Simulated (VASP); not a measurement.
Output of a VASP run:

File OUTCAR:
```
 ion  position               nearest neighbor table
   1  0.000  0.000  0.000-   2 2.67   2 2.67   2 2.67   2 2.67
   2  0.250  0.250  0.250-   1 2.67   1 2.67   1 2.67   1 2.67
  LATTYP: Found a face centered cubic cell.
 ALAT       =     6.1548863092
 Subroutine PRICEL returns:
 Original cell was already a primitive cell.
 Subroutine GETGRP returns: Found 24 space group operations
The static configuration has the point symmetry T_d .
The dynamic configuration has the point symmetry T_d .
 Subroutine INISYM returns: Found 24 space group operations
 Subroutine IBZKPT returns following result:
 Found     29 irreducible k-points:

 Following reciprocal coordinates:
            Coordinates               Weight
  0.000000  0.000000  0.000000      1.000000
  0.125000  0.000000  0.000000      8.000000
  0.250000  0.000000  0.000000      8.000000
  0.375000  0.000000  0.000000      8.000000
  0.500000  0.000000  0.000000      4.000000
  0.125000  0.125000  0.000000      6.000000
  0.250000  0.125000  0.000000     24.000000
  0.375000  0.125000  0.000000     24.000000
  0.500000  0.125000  0.000000     24.000000
 -0.375000  0.125000  0.000000     24.000000
 -0.250000  0.125000  0.000000     24.000000
 -0.125000  0.125000  0.000000     12.000000
  0.250000  0.250000  0.000000      6.000000
  0.375000  0.250000  0.000000     24.000000
  0.500000  0.250000  0.000000     24.000000
 -0.375000  0.250000  0.000000     24.000000
 -0.250000  0.250000  0.000000     12.000000
  0.375000  0.375000  0.000000      6.000000
  0.500000  0.375000  0.000000     24.000000
 -0.375000  0.375000  0.000000     12.000000
  0.500000  0.500000  0.000000      3.000000
  0.375000  0.250000  0.125000     24.000000
  0.500000  0.250000  0.125000     48.000000
 -0.375000  0.250000  0.125000     24.000000
  0.500000  0.375000  0.125000     24.000000
 -0.375000  0.375000  0.125000     48.000000
 -0.250000  0.375000  0.125000     24.000000
 -0.375000  0.500000  0.125000     12.000000
 -0.250000  0.500000  0.250000      6.000000
   k-points           NKPTS =     29   k-points in BZ     NKDIM =     29   number of bands    NBANDS=     13
   number of dos      NEDOS =    301   number of ions     NIONS =      2
   total plane-waves  NPLWV =  32768
   dimension x,y,z NGX =    32 NGY =   32 NGZ =   32
   dimension x,y,z NGXF=    64 NGYF=   64 NGZF=   64
   ions per type =               1   1
   PREC   = accura    normal or accurate (medium, high low for compatibility)
   ISTART =      0    job   : 0-new  1-cont  2-samecut
   ICHARG =      2    charge: 1-file 2-atom 10-const
   ISPIN  =      1    spin polarized calculation?
   LNONCOLLINEAR =      F non collinear calculations
   LSORBIT =      F    spin-orbit coupling
   INIWAV =      1    electr: 0-lowe 1-rand  2-diag
   ENCUT  =  500.0 eV  36.75 Ry    6.06 a.u.   7.93  7.93  7.93*2*pi/ulx,y,z
   NELM   =    100;   NELMIN=  2; NELMDL= -5     # of ELM steps
   EDIFF  = 0.1E-05   stopping-criterion for ELM
   LREAL  =      F    real-space projection
   NLSPLINE    = F    spline interpolate recip. space projectors
   LMAXMIX     =    4 max onsite mixed and CHGCAR
   VOSKOWN=      0    Vosko Wilk Nusair interpolation
   EDIFFG = -.2E-01   stopping-criterion for IOM
   NSW    =     40    number of steps for IOM
   NBLOCK =      1;   KBLOCK =     40    inner block; outer block
   IBRION =      2    ionic relax: 0-MD 1-quasi-New 2-CG
   NFREE  =      1    steps in history (QN), initial steepest desc. (CG)
   ISIF   =      3    stress and relaxation
   ISYM   =      2    0-nonsym 1-usesym 2-fastsym
   TEIN   =    0.0    initial temperature
   TEBEG  =    0.0;   TEEND  =   0.0 temperature during run
   SMASS  =  -3.00    Nose mass-parameter (am)
   PSTRESS=  100.0 pullay stress
   NELECT =      18.0000    total number of electrons
   EFERMI =   0.00;   METHOD = LEGACY
   ISMEAR =     0;   SIGMA  =   0.05  broadening in eV -4-tet -1-fermi 0-gaus
   IALGO  =     38    algorithm
...
```

### OSZICAR
```
       N       E                     dE             d eps       ncg     rms          rms(c)
DAV:   1     0.105926436598E+03    0.10593E+03   -0.85172E+03   762   0.119E+03
DAV:   2    -0.155672002489E+01   -0.10748E+03   -0.10379E+03   864   0.283E+02
DAV:   3    -0.544829918760E+01   -0.38916E+01   -0.38836E+01   879   0.571E+01
DAV:   4    -0.548445813506E+01   -0.36159E-01   -0.36154E-01  1055   0.490E+00
DAV:   5    -0.548456991435E+01   -0.11178E-03   -0.11178E-03   914   0.240E-01    0.802E+00
DAV:   6    -0.523945842927E+01    0.24511E+00   -0.56030E-01   844   0.118E+01    0.620E+00
DAV:   7    -0.521859672844E+01    0.20862E-01   -0.14311E-01   869   0.306E+00    0.219E+00
DAV:   8    -0.521745679018E+01    0.11399E-02   -0.14127E-02   794   0.175E+00    0.654E-01
DAV:   9    -0.521740370970E+01    0.53080E-04   -0.83757E-04   874   0.379E-01    0.196E-01
DAV:  10    -0.521741733210E+01   -0.13622E-04   -0.12930E-04   829   0.109E-01    0.654E-02
DAV:  11    -0.521743281361E+01   -0.15482E-04   -0.43248E-05   820   0.674E-02    0.383E-02
DAV:  12    -0.521743094689E+01    0.18667E-05   -0.43208E-06   864   0.248E-02    0.177E-02
DAV:  13    -0.521743067059E+01    0.27630E-06   -0.27687E-06   829   0.122E-02
   1 F= -.15792059E+01 E0= -.15792059E+01  d E =-.157921E+01
```

**OUTCAR**
```
------------------------ aborting loop because EDIFF is reached ----------------------------------------
  FORCE on cell =-STRESS in cart. coord.  units (eV):
  Direction    XX          YY          ZZ          XY          YZ          ZX
  --------------------------------------------------------------------------------------
  Total        3.6021959      3.6021959      3.6021959     -0.0000000      0.0000000      0.0000000
  in kB       99.0097126     99.0097126     99.0097126     -0.0000000      0.0000000      0.0000000
  external PRESSURE =      -0.9902874 kB  Pullay stress =     100.0000000 kB
  volume of cell :       58.29
      direct lattice vectors                 reciprocal lattice vectors
     0.000000000  3.077443155  3.077443155    -0.162472538  0.162472538  0.162472538
     3.077443155  0.000000000  3.077443155     0.162472538 -0.162472538  0.162472538
     3.077443155  3.077443155  0.000000000     0.162472538  0.162472538 -0.162472538
  FREE ENERGIE OF THE ION-ELECTRON SYSTEM (eV)
  ---------------------------------------------------
  free  energy   TOTEN  =        -5.2174306706 eV

  energy  without entropy=       -5.2174306706  energy(sigma->0) =       -5.21743067
  enthalpy is  TOTEN    =        -1.5792058538 eV   P V=        3.6382248168

 reached required accuracy - stopping structural energy minimisation
```
(Selected blocks of OUTCAR.)

POSCAR:
```
CdTe
1
    0.0000000000     3.0774431546     3.0774431546
    3.0774431546    -0.0000000000     3.0774431546
    3.0774431546     3.0774431546     0.0000000000
Cd Te
1 1
Direct
  0.0000000000   0.0000000000   0.0000000000
  0.2500000000   0.2500000000   0.2500000000
```

**Question.** Reconstruct the remaining input files.

**Answer.** Several could match; the one computed here: the input of the run itself, PBEsol GGA, plane waves, VASP's PBE PAW potentials (set 64).

File KPOINTS:
```
Automatic mesh
0
Gamma
8 8 8
0 0 0
```

### INCAR
```
LCHARG = .False.
EDIFFG = -0.02   ! ionic stop
LREAL = .False.
IBRION = 2
SIGMA = 0.05   ! width (eV)
LASPH = .True.
ALGO = Normal
SYSTEM = CdTe
NSW = 40
NELM = 100   ! most electronic steps
LMAXMIX = 4
ISMEAR = 0   ! Gaussian
LWAVE = .False.
ISIF = 3   ! ions, shape and volume
ENCUT = 500   ! plane-wave cut-off (eV)
EDIFF = 1E-6   ! SCF stop (eV)
PREC = Accurate
GGA = PS
PSTRESS = 100   ! kbar
```

POTCAR, in this order: Cd Te (PBE.64 set). Program: vasp_std.

The compound is CdTe in the zinc blende structure. It was relaxed first under an external pressure of 10 GPa.
